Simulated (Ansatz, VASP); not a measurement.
# Zn (Zinc) in two plane-wave programs, part 2 of 2

Aim: how closely do two programs agree when they are given the same cell, functional and k mesh? The structure shown comes from an earlier Ansatz run, which isn't shown and may have moved the atoms alone.

VASP 6.6.1 and Ansatz 0.2.0.

So far: The structure; Ansatz: elastic constants, LDA.

## (3) VASP: elastic constants, LDA

Level of this step: LDA; plane waves and PAW (Zn) (VASP).

The same cell, functional (in two slightly different forms), mesh and smearing now go to VASP, with its own data sets.

Lines of VASP's logs that name or quote its potential files are left out, and so is its time.

Input file INCAR:

```
SYSTEM = Zn
PREC = Accurate
ENCUT = 500
EDIFF = 1E-08
NELM = 120
ISMEAR = -1
SIGMA = 0.15
LREAL = .FALSE.
ALGO = Normal
GGA = CA
NBANDS = 18
LORBIT = 11
LWAVE = .FALSE.
LCHARG = .FALSE.
ISIF = 3
IBRION = 6
NFREE = 2
POTIM = 0.015
NSW = 1
LASPH = .TRUE.
GGA_COMPAT = .FALSE.
KPAR = 2
```

Input file POSCAR:

```
Zn
1.0
    2.5628113810      0.0000000000      0.0000000000
   -1.2814056905      2.2194597610      0.0000000000
    0.0000000000      0.0000000000      4.7848635691
Zn
2
Direct
    0.3333333333      0.6666666667      0.2500000000
    0.6666666667      0.3333333333      0.7500000000
```

Input file KPOINTS:

```
Automatic mesh
0
Gamma
24 24 12
0 0 0
```

PAW data sets: Zn (LDA family, release 64).

Started as:

```sh
$ mpirun -np 2 vasp_std
```

Numbers of over 12 decimals in the logs are rounded to 6 here.

What it wrote:

```text
[banner, memory and clock lines left out]
running    2 mpi-ranks, on    1 nodes
 distrk:  each k-point on    1 cores,    2 groups
 distr:  one band on    1 cores,    1 groups

 POSCAR found type information on POSCAR Zn
 POSCAR found :  1 types and       2 ions
 LDA part: xc-table for (Slater(with rela. corr.)+CA(PZ))
 , standard interpolation
 POSCAR, INCAR and KPOINTS ok, starting setup
 FFT: planning ... GRIDC
 FFT: planning ... GRID_SOFT
 FFT: planning ... GRID
 WAVECAR not read
 entering main loop
       N       E                     dE             d eps       ncg     rms          rms(c)
DAV:   1     0.104290633143E+03    0.10429E+03   -0.12278E+04 16068   0.213E+03
DAV:   2     0.174472856470E-01   -0.10427E+03   -0.10129E+03 15444   0.296E+02
DAV:   3    -0.407273664456E+01   -0.40902E+01   -0.40758E+01 17260   0.674E+01
DAV:   4    -0.409329814384E+01   -0.20561E-01   -0.20556E-01 16886   0.480E+00
DAV:   5    -0.409332524239E+01   -0.27099E-04   -0.27098E-04 16656   0.156E-01    0.518E+00
DAV:   6    -0.380004299709E+01    0.29328E+00   -0.11294E+00 16598   0.238E+01    0.363E+00
DAV:   7    -0.377766411084E+01    0.22379E-01   -0.47011E-02 19614   0.388E+00    0.182E+00
DAV:   8    -0.376764796685E+01    0.10016E-01   -0.31291E-03 21060   0.806E-01    0.548E-02
DAV:   9    -0.376761282984E+01    0.35137E-04   -0.28485E-04 19852   0.208E-01    0.297E-02
DAV:  10    -0.376761606578E+01   -0.32359E-05   -0.19267E-05 16546   0.397E-02    0.255E-03
DAV:  11    -0.376761604521E+01    0.20569E-07   -0.71503E-07 16952   0.113E-02    0.209E-03
DAV:  12    -0.376761605146E+01   -0.62496E-08   -0.15391E-08 13134   0.158E-03
   1 F= -.37676161E+01 E0= -.37534842E+01  d E =-.282638E-01
[... from here on, the cycles between the ionic steps are left out ...]
   2 F= -.37658434E+01 E0= -.37509290E+01  d E =-.298288E-01
   3 F= -.37605773E+01 E0= -.37467626E+01  d E =-.276294E-01
   8 F= -.37660667E+01 E0= -.37517740E+01  d E =-.285855E-01
   9 F= -.37660667E+01 E0= -.37517739E+01  d E =-.285855E-01
  10 F= -.37668745E+01 E0= -.37527360E+01  d E =-.282770E-01
  11 F= -.37668745E+01 E0= -.37527360E+01  d E =-.282770E-01
  12 F= -.37668668E+01 E0= -.37527361E+01  d E =-.282613E-01
  13 F= -.37668668E+01 E0= -.37527361E+01  d E =-.282613E-01
  14 F= -.37675448E+01 E0= -.37534111E+01  d E =-.282674E-01
  15 F= -.37675448E+01 E0= -.37534111E+01  d E =-.282674E-01
  16 F= -.37672752E+01 E0= -.37531428E+01  d E =-.282647E-01
 Finite differences progress:
  Degree of freedom:   8/  8
  Displacement:        1/  2
  Total:              15/ 16
 bond charge predicted
       N       E                     dE             d eps       ncg     rms          rms(c)
DAV:   1    -0.376677892748E+01    0.49624E-03   -0.36407E+00 24708   0.144E+01    0.810E-02
DAV:   2    -0.376732719259E+01   -0.54827E-03   -0.62909E-03 24384   0.823E-01    0.464E-02
DAV:   3    -0.376728054339E+01    0.46649E-04   -0.53064E-05 27062   0.934E-02    0.139E-02
DAV:   4    -0.376727542312E+01    0.51203E-05   -0.90740E-06 26958   0.406E-02    0.225E-03
DAV:   5    -0.376727519748E+01    0.22564E-06   -0.59668E-07 25618   0.651E-03    0.886E-04
DAV:   6    -0.376727516456E+01    0.32915E-07   -0.50723E-08 24852   0.189E-03    0.225E-04
DAV:   7    -0.376727516308E+01    0.14802E-08   -0.44835E-09 13842   0.645E-04
  17 F= -.37672752E+01 E0= -.37531428E+01  d E =-.282647E-01
 Finite differences progress:
  Degree of freedom:   8/  8
  Displacement:        2/  2
  Total:              16/ 16
```

Parts of OUTCAR (step 3):

```text
ion  position               nearest neighbor table
   1  0.333  0.667  0.250-   2 2.81   2 2.81   2 2.81   2 2.81   2 2.81   2 2.81
   2  0.667  0.333  0.750-   1 2.81   1 2.81   1 2.81   1 2.81   1 2.81   1 2.81

  LATTYP: Found a hexagonal cell.
 ALAT       =     2.5628113810
 C/A-ratio  =     1.8670369597

 Subroutine GETGRP returns: Found 24 space group operations
 (whereof 12 operations were pure point group operations)

The static configuration has the point symmetry D_3d.
 The point group associated with its full space group is D_6h.

 Found    427 irreducible k-points:

   k-points           NKPTS =    427   k-points in BZ     NKDIM =    427   number of bands    NBANDS=     18

   dimension x,y,z NGX =    20 NGY =   20 NGZ =   36
   dimension x,y,z NGXF=    40 NGYF=   40 NGZF=   72

   ENCUT  =  500.0 eV  36.75 Ry    6.06 a.u.   4.67  4.67  8.72*2*pi/ulx,y,z

   NELECT =      24.0000    total number of electrons

 k-points in reciprocal lattice and weights: Automatic mesh
   0.00000000  0.00000000  0.00000000       0.000
   0.04166667  0.00000000  0.00000000       0.001
   0.08333333  0.00000000  0.00000000       0.001
   0.12500000  0.00000000  0.00000000       0.001
   0.16666667  0.00000000  0.00000000       0.001
   0.20833333  0.00000000  0.00000000       0.001
   0.25000000  0.00000000  0.00000000       0.001
   0.29166667  0.00000000  0.00000000       0.001
   0.33333333  0.00000000  0.00000000       0.001
[...]
0.33333333  0.29166667  0.50000000       0.002
   0.33333333  0.33333333  0.50000000       0.000

 average (electrostatic) potential at core
       1 -37.4789       2 -37.4789

 E-fermi :   3.7322

 k-point     1 :       0.0000    0.0000    0.0000
  band No.  band energies     occupation
    ...
      9      -3.8724      2.00000
     10      -3.6223      2.00000
     11      -3.6223      2.00000
     12      -0.4859      2.00000
     13       0.6619      2.00000
     14      18.0943      0.00000
     15      22.0604      0.00000
     16      22.6566      0.00000
     17      22.6566      0.00000
     18      24.1187      0.00000

 k-point     2 :       0.0417    0.0000    0.0000
  band No.  band energies     occupation
    ...
      9      -3.8784      2.00000
     10      -3.6659      2.00000
     11      -3.6215      2.00000
     12      -0.3852      2.00000
     13       0.6878      2.00000
     14      18.1577      0.00000
     15      21.3504      0.00000
     16      21.9882      0.00000
     17      22.0821      0.00000
     18      23.4021      0.00000

 k-point     3 :       0.0833    0.0000    0.0000
  band No.  band energies     occupation
    ...
      9      -3.8956      2.00000
     10      -3.7733      2.00000
     11      -3.6197      2.00000
     12      -0.0998      2.00000
     13       0.7678      2.00000
     14      18.3444      0.00000
     15      19.2814      0.00000
     16      20.9048      0.00000
     17      21.9501      0.00000
     18      22.8570      0.00000

  Total        0.1521603      0.1521603      0.0823569      0.0000000      0.0000000      0.0000000
  in kB        8.9573298      8.9573298      4.8481629      0.0000000      0.0000000      0.0000000
  external PRESSURE =       7.5876075 kB  Pullay stress =       0.0000000 kB

  energy-cutoff  :      500.00
  volume of cell :       27.22
      direct lattice vectors                 reciprocal lattice vectors
     2.562811381  0.000000000  0.000000000     0.390196488  0.225280047  0.000000000
    -1.281405690  2.219459761  0.000000000     0.000000000  0.450560095  0.000000000
     0.000000000  0.000000000  4.784863569     0.000000000  0.000000000  0.208992375

 POSITION                                       TOTAL-FORCE (eV/Angst)
 -----------------------------------------------------------------------------------
     -0.00000      1.47964      1.18122         0.000000      0.000000      0.044845
      1.28141      0.73982      3.58865        -0.000000     -0.000000     -0.044845
 -----------------------------------------------------------------------------------
    total drift:                                0.000000      0.000000     -0.000163

  FREE ENERGIE OF THE ION-ELECTRON SYSTEM (eV)
  ---------------------------------------------------
  free  energy   TOTEN  =        -3.7672751631 eV

  energy  without entropy=       -3.7390105032  energy(sigma->0) =       -3.75314283

  SYMMETRIZED ELASTIC MODULI (kBar)
 Direction    XX          YY          ZZ          XY          YZ          ZX
 --------------------------------------------------------------------------------
 XX        2303.9982    660.9894    680.0118      0.0000     -0.0000      0.0000
 YY         660.9894   2303.9982    680.0118      0.0000      0.0000      0.0000
 ZZ         680.0118    680.0118    952.9281      0.0000      0.0000      0.0000
 XY           0.0000      0.0000      0.0000    821.5044      0.0000      0.0000
 YZ          -0.0000      0.0000      0.0000      0.0000    392.0153      0.0000
 ZX           0.0000      0.0000      0.0000     -0.0000      0.0000    392.0154
 --------------------------------------------------------------------------------

 Eigenvectors and eigenvalues of the dynamical matrix
 ----------------------------------------------------

   1 f  =    4.727027 THz    29.700784 2PiTHz  157.676635 cm-1    19.549402 meV
             X         Y         Z           dx          dy          dz
     -0.000000  1.479640  1.196216    -0.000000    0.000000    0.707107
      1.281406  0.739820  3.588648     0.000000    0.000000   -0.707107

   2 f  =    2.258038 THz    14.187671 2PiTHz   75.320040 cm-1     9.338491 meV
             X         Y         Z           dx          dy          dz
     -0.000000  1.479640  1.196216     0.707107    0.000000    0.000000
      1.281406  0.739820  3.588648    -0.707107   -0.000000    0.000000

   3 f  =    2.258038 THz    14.187671 2PiTHz   75.320040 cm-1     9.338491 meV
             X         Y         Z           dx          dy          dz
     -0.000000  1.479640  1.196216    -0.000000    0.707107    0.000000
      1.281406  0.739820  3.588648    -0.000000   -0.707107    0.000000

   4 f  =    0.000000 THz     0.000000 2PiTHz    0.000000 cm-1     0.000000 meV
             X         Y         Z           dx          dy          dz
     -0.000000  1.479640  1.196216    -0.000000    0.707107    0.000000
      1.281406  0.739820  3.588648    -0.000000    0.707107    0.000000

   5 f  =    0.000000 THz     0.000000 2PiTHz    0.000000 cm-1     0.000000 meV
             X         Y         Z           dx          dy          dz
     -0.000000  1.479640  1.196216    -0.000000    0.000000    0.707107
      1.281406  0.739820  3.588648     0.000000    0.000000    0.707107

   6 f/i=    0.000000 THz     0.000000 2PiTHz    0.000000 cm-1     0.000000 meV
             X         Y         Z           dx          dy          dz
     -0.000000  1.479640  1.196216     0.707107    0.000000    0.000000
      1.281406  0.739820  3.588648     0.707107   -0.000000    0.000000

 ELASTIC MODULI CONTR FROM IONIC RELAXATION (kBar)
 Direction    XX          YY          ZZ          XY          YZ          ZX
 --------------------------------------------------------------------------------
 XX          -2.7000      2.7000     -0.0000     -0.0000      0.0000     -0.0000
 YY           2.7000     -2.7000      0.0000      0.0000      0.0000      0.0000
 ZZ          -0.0000      0.0000     -0.0000     -0.0000      0.0000     -0.0000
 XY          -0.0000      0.0000     -0.0000     -2.7000      0.0000      0.0000
 YZ           0.0000      0.0000      0.0000      0.0000      0.0000      0.0000
 ZX          -0.0000      0.0000     -0.0000      0.0000      0.0000     -0.0000
 --------------------------------------------------------------------------------

 TOTAL ELASTIC MODULI (kBar)
 Direction    XX          YY          ZZ          XY          YZ          ZX
 --------------------------------------------------------------------------------
 XX        2301.2981    663.6894    680.0118     -0.0000     -0.0000     -0.0000
 YY         663.6894   2301.2981    680.0118      0.0000      0.0000      0.0000
 ZZ         680.0118    680.0118    952.9281     -0.0000      0.0000     -0.0000
 XY          -0.0000      0.0000     -0.0000    818.8043      0.0000      0.0000
 YZ          -0.0000      0.0000      0.0000      0.0000    392.0153      0.0000
 ZX           0.0000      0.0000     -0.0000     -0.0000      0.0000    392.0154
 --------------------------------------------------------------------------------

 total charge
# of ion       s       p       d       tot
------------------------------------------
    1        0.619   0.535   9.729  10.883
    2        0.619   0.535   9.729  10.883
--------------------------------------------------
tot          1.238   1.069  19.458  21.765

[... 3 further parts left out ...]
```

The last energy, forces, stress and levels in OUTCAR belong to the last displaced cell, not to the cell of POSCAR.

Levels, forces or a CONTCAR printed for this step are those of its last displaced cell, not of the structure at rest.

## (4) Side by side

Known differences besides the potentials themselves: the two LDA forms differ slightly; the cutoff is 420 eV in Ansatz and 500 eV in VASP; VASP's log shows a relativistic correction to its local exchange, Ansatz's none; VASP takes each elastic constant from one size of strain, Ansatz from those that its log lists. Total energies have different zeros and are not compared.

Both answers:

```
 quantity  Ansatz   VASP  difference
C11 (GPa)   226.1  230.1     -1.77 %
C22 (GPa)   226.1  230.1     -1.77 %
C33 (GPa)    93.2   95.3     -2.17 %
C12 (GPa)    64.4   66.4     -2.90 %
C13 (GPa)    67.1   68.0     -1.36 %
C23 (GPa)    67.1   68.0     -1.36 %
C44 (GPa)    38.6   39.2     -1.49 %
C55 (GPa)    38.6   39.2     -1.49 %
C66 (GPa)    80.8   81.9     -1.31 %
```

## (5) Summary of results

| Quantity | Value |
| --- | --- |
| difference in C12 (elastic constants, LDA) | -2.9 % |

What this shows: The difference in C12 is -2.9 % (elastic constants, LDA), within the 5 % picked in this series as the mark of a large difference. How closely two codes agree says nothing of how well the functional describes the real material.

[Lines on the potential files, build, host, timing and source positions are cut from VASP's logs without a mark.]

[Logs are printed without paths, hosts, clocks, repeated set-up lines and the standing remarks that a program may print on its own settings, such as how far it seeks lower states.]

[Hosts, paths, dates, database ids (printed as entryN), source tags and the programs' standing remarks are cut or masked in the printed files.]
